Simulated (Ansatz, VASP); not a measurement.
# Cross-check of BeMoS3 between VASP and Ansatz, part 3 of 3

Wanted: the spread between two codes on one cell, functional and k mesh. The cell is generated by rule, not measured, and may not be a known phase. The cell is taken from a series of runs on this material, whose earlier steps may have relaxed, scaled, displaced or heated it; both programs get it as it stands.

VASP 6.6.1 and Ansatz 0.2.0.

So far: The starting structure; Ansatz: zone-centre phonons, PBEsol; VASP: zone-centre phonons, PBEsol.

## Step 3: VASP: zone-centre phonons, PBEsol (continued)

Level of this step: PBEsol, no spin polarisation; plane waves and PAW (Be, Mo_sv, S); invented cell (VASP).

Numbers of over 12 decimals in the logs are rounded to 6 here.

From OUTCAR (step 3):

```text
ion  position               nearest neighbor table
   1  0.500  0.500  0.500-
   2  0.000  0.000  0.000-   3 2.31   4 2.31   5 2.31   4 2.31   3 2.31   5 2.31
   3  0.000  0.500  0.000-   2 2.31   2 2.31
   4  0.000  0.000  0.500-   2 2.31   2 2.31
   5  0.500  0.000  0.000-   2 2.31   2 2.31

  LATTYP: Found a simple cubic cell.
 ALAT       =     4.6206887221

 Subroutine GETGRP returns: Found 48 space group operations
 (whereof 48 operations were pure point group operations)

The static configuration has the point symmetry O_h .

 Found     20 irreducible k-points:

   k-points           NKPTS =     20   k-points in BZ     NKDIM =     20   number of bands    NBANDS=     23

   dimension x,y,z NGX =    40 NGY =   40 NGZ =   40
   dimension x,y,z NGXF=    80 NGYF=   80 NGZF=   80

   ENCUT  =  600.0 eV  44.10 Ry    6.64 a.u.   9.23  9.23  9.23*2*pi/ulx,y,z

   NELECT =      34.0000    total number of electrons

 k-points in reciprocal lattice and weights: Automatic mesh
   0.00000000  0.00000000  0.00000000       0.005
   0.16666667  0.00000000  0.00000000       0.028
   0.33333333  0.00000000  0.00000000       0.028
   0.50000000  0.00000000  0.00000000       0.014
   0.16666667  0.16666667  0.00000000       0.056
   0.33333333  0.16666667  0.00000000       0.111
   0.50000000  0.16666667  0.00000000       0.056
   0.33333333  0.33333333  0.00000000       0.056
   0.50000000  0.33333333  0.00000000       0.056
[...]
0.50000000  0.50000000  0.33333333       0.028
   0.50000000  0.50000000  0.50000000       0.005

 average (electrostatic) potential at core
       1 -37.1584       2 -77.3400       3 -86.6956       4 -86.6956       5 -86.6956

  Total        0.0182359      0.0182359      0.0182359      0.0000000      0.0000000      0.0000000
  in kB        0.2961535      0.2961535      0.2961535      0.0000000      0.0000000      0.0000000
  external PRESSURE =       0.2961535 kB  Pullay stress =       0.0000000 kB

  energy-cutoff  :      600.00
  volume of cell :       98.66
      direct lattice vectors                 reciprocal lattice vectors
     4.620688722  0.000000000  0.000000000     0.216417954  0.000000000  0.000000000
     0.000000000  4.620688722  0.000000000     0.000000000  0.216417954  0.000000000
     0.000000000  0.000000000  4.620688722     0.000000000  0.000000000  0.216417954

 POSITION                                       TOTAL-FORCE (eV/Angst)
 -----------------------------------------------------------------------------------
      2.31034      2.31034      2.31034         0.000000      0.000000      0.000000
      0.00000      0.00000      0.00000         0.000000      0.000000      0.000000
      0.00000      2.31034      0.00000         0.000000      0.000000      0.000000
      0.00000      0.00000      2.31034         0.000000      0.000000      0.000000
      2.31034      0.00000      0.00000         0.000000      0.000000      0.000000
 -----------------------------------------------------------------------------------
    total drift:                               -0.000000      0.000000     -0.000000

 Eigenvectors and eigenvalues of the dynamical matrix
 ----------------------------------------------------

   1 f  =   11.504853 THz    72.287124 2PiTHz  383.760594 cm-1    47.580228 meV
             X         Y         Z           dx          dy          dz
      2.310344  2.310344  2.310344    -0.000572    0.002991    0.000000
      0.000000  0.000000  0.000000    -0.058359    0.305200   -0.000000
      0.000000  2.310344  0.000000    -0.035082   -0.896799    0.000000
      0.000000  0.000000  2.310344    -0.035082    0.183469    0.000000
      2.310344  0.000000  0.000000     0.171483    0.183469    0.000000

   2 f  =   11.504853 THz    72.287124 2PiTHz  383.760594 cm-1    47.580228 meV
             X         Y         Z           dx          dy          dz
      2.310344  2.310344  2.310344     0.002991    0.000572   -0.000000
      0.000000  0.000000  0.000000     0.305200    0.058359    0.000000
      0.000000  2.310344  0.000000     0.183469   -0.171483   -0.000000
      0.000000  0.000000  2.310344     0.183469    0.035082   -0.000000
      2.310344  0.000000  0.000000    -0.896799    0.035082    0.000000

   3 f  =   11.504853 THz    72.287124 2PiTHz  383.760594 cm-1    47.580228 meV
             X         Y         Z           dx          dy          dz
      2.310344  2.310344  2.310344     0.000000    0.000000    0.003045
      0.000000  0.000000  0.000000    -0.000000   -0.000000    0.310729
      0.000000  2.310344  0.000000    -0.000000    0.000000    0.186793
      0.000000  0.000000  2.310344    -0.000000   -0.000000   -0.913047
      2.310344  0.000000  0.000000     0.000000   -0.000000    0.186793

   4 f  =    0.012375 THz     0.077754 2PiTHz    0.412784 cm-1     0.051179 meV
             X         Y         Z           dx          dy          dz
      2.310344  2.310344  2.310344    -0.006509    0.018882   -0.214345
      0.000000  0.000000  0.000000    -0.020683    0.059997   -0.681082
      0.000000  2.310344  0.000000    -0.012220    0.034985   -0.402398
      0.000000  0.000000  2.310344    -0.012220    0.035447   -0.397149
      2.310344  0.000000  0.000000    -0.012060    0.035447   -0.402398

   5 f  =    0.012375 THz     0.077754 2PiTHz    0.412784 cm-1     0.051179 meV
             X         Y         Z           dx          dy          dz
      2.310344  2.310344  2.310344     0.211705    0.038921   -0.003000
      0.000000  0.000000  0.000000     0.672692    0.123672   -0.009534
      0.000000  2.310344  0.000000     0.397441    0.072115   -0.005633
      0.000000  0.000000  2.310344     0.397441    0.073068   -0.005559
      2.310344  0.000000  0.000000     0.392256    0.073068   -0.005633

   6 f  =    0.012375 THz     0.077754 2PiTHz    0.412784 cm-1     0.051179 meV
             X         Y         Z           dx          dy          dz
      2.310344  2.310344  2.310344     0.038490   -0.210882   -0.019745
      0.000000  0.000000  0.000000     0.122302   -0.670079   -0.062741
      0.000000  2.310344  0.000000     0.072259   -0.390733   -0.037069
      0.000000  0.000000  2.310344     0.072259   -0.395898   -0.036585
      2.310344  0.000000  0.000000     0.071316   -0.395898   -0.037069

   7 f/i=    1.194925 THz     7.507933 2PiTHz   39.858397 cm-1     4.941809 meV
             X         Y         Z           dx          dy          dz
      2.310344  2.310344  2.310344    -0.074550    0.372983    0.010280
      0.000000  0.000000  0.000000     0.127479   -0.637793   -0.017578
      0.000000  2.310344  0.000000    -0.090950   -0.029627    0.012541
      0.000000  0.000000  2.310344    -0.090950    0.455032   -0.000817
      2.310344  0.000000  0.000000     0.005922    0.455032    0.012541

   8 f/i=    1.194925 THz     7.507933 2PiTHz   39.858397 cm-1     4.941809 meV
             X         Y         Z           dx          dy          dz
      2.310344  2.310344  2.310344     0.373122    0.074562    0.000583
      0.000000  0.000000  0.000000    -0.638030   -0.127499   -0.000997
      0.000000  2.310344  0.000000     0.455202   -0.005923    0.000711
      0.000000  0.000000  2.310344     0.455202    0.090964   -0.000046
      2.310344  0.000000  0.000000    -0.029638    0.090964    0.000711

   9 f/i=    1.194925 THz     7.507933 2PiTHz   39.858397 cm-1     4.941809 meV
             X         Y         Z           dx          dy          dz
      2.310344  2.310344  2.310344    -0.001443    0.010195   -0.380360
      0.000000  0.000000  0.000000     0.002468   -0.017433    0.650407
      0.000000  2.310344  0.000000    -0.001761   -0.000810   -0.464032
      0.000000  0.000000  2.310344    -0.001761    0.012437    0.030213
      2.310344  0.000000  0.000000     0.000115    0.012437   -0.464032

  10 f/i=    3.302000 THz    20.747079 2PiTHz  110.142872 cm-1    13.655970 meV
             X         Y         Z           dx          dy          dz
      2.310344  2.310344  2.310344     0.000000   -0.000000   -0.000000
      0.000000  0.000000  0.000000     0.000000   -0.000000    0.000000
      0.000000  2.310344  0.000000    -0.013295   -0.000000   -0.706958
      0.000000  0.000000  2.310344     0.013295    0.005831    0.000000
      2.310344  0.000000  0.000000     0.000000   -0.005831    0.706958

  11 f/i=    3.302000 THz    20.747079 2PiTHz  110.142872 cm-1    13.655970 meV
             X         Y         Z           dx          dy          dz
      2.310344  2.310344  2.310344    -0.000000   -0.000000   -0.000000
      0.000000  0.000000  0.000000     0.000000   -0.000000    0.000000
      0.000000  2.310344  0.000000     0.312955   -0.000000   -0.011114
      0.000000  0.000000  2.310344    -0.312955   -0.633984    0.000000
      2.310344  0.000000  0.000000    -0.000000    0.633984    0.011114

  12 f/i=    3.302000 THz    20.747079 2PiTHz  110.142872 cm-1    13.655970 meV
             X         Y         Z           dx          dy          dz
      2.310344  2.310344  2.310344    -0.000000   -0.000000   -0.000000
      0.000000  0.000000  0.000000     0.000000    0.000000    0.000000
      0.000000  2.310344  0.000000    -0.633942   -0.000000    0.009339
      0.000000  0.000000  2.310344     0.633942   -0.313098    0.000000
      2.310344  0.000000  0.000000     0.000000    0.313098   -0.009339

  13 f/i=    8.459140 THz    53.150344 2PiTHz  282.166537 cm-1    34.984176 meV
             X         Y         Z           dx          dy          dz
      2.310344  2.310344  2.310344    -0.473548    0.420834   -0.638372
      0.000000  0.000000  0.000000    -0.058176    0.051700   -0.078424
      0.000000  2.310344  0.000000     0.154674   -0.037244    0.208510
      0.000000  0.000000  2.310344     0.154674   -0.137456    0.056496
      2.310344  0.000000  0.000000     0.041909   -0.137456    0.208510

  14 f/i=    8.459140 THz    53.150344 2PiTHz  282.166537 cm-1    34.984176 meV
             X         Y         Z           dx          dy          dz
      2.310344  2.310344  2.310344    -0.487990    0.411726    0.633416
      0.000000  0.000000  0.000000    -0.059950    0.050581    0.077816
      0.000000  2.310344  0.000000     0.159391   -0.036438   -0.206891
      0.000000  0.000000  2.310344     0.159391   -0.134481   -0.056058
      2.310344  0.000000  0.000000     0.043187   -0.134481   -0.206891

  15 f/i=    8.459140 THz    53.150344 2PiTHz  282.166537 cm-1    34.984176 meV
             X         Y         Z           dx          dy          dz
      2.310344  2.310344  2.310344     0.588631    0.679889    0.011553
      0.000000  0.000000  0.000000     0.072314    0.083525    0.001419
      0.000000  2.310344  0.000000    -0.192263   -0.060171   -0.003774
      0.000000  0.000000  2.310344    -0.192263   -0.222070   -0.001022
      2.310344  0.000000  0.000000    -0.052094   -0.222070   -0.003774

 ELASTIC MODULI CONTR FROM IONIC RELAXATION (kBar)
 Direction    XX          YY          ZZ          XY          YZ          ZX
 --------------------------------------------------------------------------------
 XX           0.0000      0.0000      0.0000      0.0000      0.0000      0.0000
 YY           0.0000      0.0000      0.0000      0.0000      0.0000      0.0000
 ZZ           0.0000      0.0000      0.0000      0.0000      0.0000      0.0000
 XY           0.0000      0.0000      0.0000      0.0000      0.0000      0.0000
 YZ           0.0000      0.0000      0.0000      0.0000      0.0000      0.0000
 ZX           0.0000      0.0000      0.0000      0.0000      0.0000      0.0000
 --------------------------------------------------------------------------------
```

## Step 4: Differences

Known differences besides the potentials themselves: VASP's run holds the zone centre alone; the cutoff is 420 eV in Ansatz and 600 eV in VASP; Ansatz makes its cores anew for this functional, VASP keeps those of its PBE data sets. Total energies have different zeros and are not compared.

Both answers:

| quantity | Ansatz | VASP | difference |
| --- | --- | --- | --- |
| optical mode 1 to 3 (imaginary, printed as negative) (cm⁻¹) | -282.7 | -282.2 | -0.5 |
| optical mode 4 to 6 (imaginary, printed as negative) (cm⁻¹) | -113.4 | -110.1 | -3.3 |
| optical mode 7 to 9 (imaginary, printed as negative) (cm⁻¹) | -42.2 | -39.9 | -2.3 |
| optical mode 10 to 12 (cm⁻¹) | 385.1 | 383.8 | +0.36 % |

Modes are paired by rising frequency, not by their patterns, so a pair may set unlike modes beside each other; they are those without the splitting of longitudinal modes.

## Step 5: Summary of results

* r.m.s. difference of the optical zone-centre modes, each program's sorted by frequency (zone-centre phonons, PBEsol): 2.1 cm⁻¹

The r.m.s. difference of the optical zone-centre modes, each program's sorted by frequency is 2.1 cm⁻¹ (zone-centre phonons, PBEsol). How closely two codes agree says nothing of how well the functional describes the real material.

[Lines on the potential files, build, host, timing and source positions are cut from VASP's logs without a mark.]

[Logs are printed without paths, hosts, clocks, repeated set-up lines and the standing remarks that a program may print on its own settings, such as how far it seeks lower states.]

[Hosts, paths, dates, database ids (printed as entryN), source tags and the programs' standing remarks are cut or masked in the printed files.]
